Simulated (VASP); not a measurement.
Here is the system:

```
CdS
1.0
    0.00000     2.96837     2.96837
    2.96837     0.00000     2.96837
    2.96837     2.96837     0.00000
Cd S
1 1
Direct
  0.00000   0.00000   0.00000
  0.25000   0.25000   0.25000
```

Level of theory: PBE0 hybrid, VASP's PBE PAW potentials (set 64) (plane waves; VASP). Settings: 520 eV cut-off, 6×6×6 Γ-centred mesh, Gaussian smearing of 0.050 eV, potentials Cd S.

Question: Give the stress tensor in GPa (positive for a compressed cell).

Answer: 
```
-1.37   0.00   0.00
 0.00  -1.37   0.00
 0.00   0.00  -1.37
```
The pressure is its mean diagonal, -1.37 GPa.

The compound is CdS in the zinc blende structure, a metastable form; wurtzite is the usual one. It was relaxed first, which changed the volume by +6 %. The cell's shape comes from a PBE relaxation.
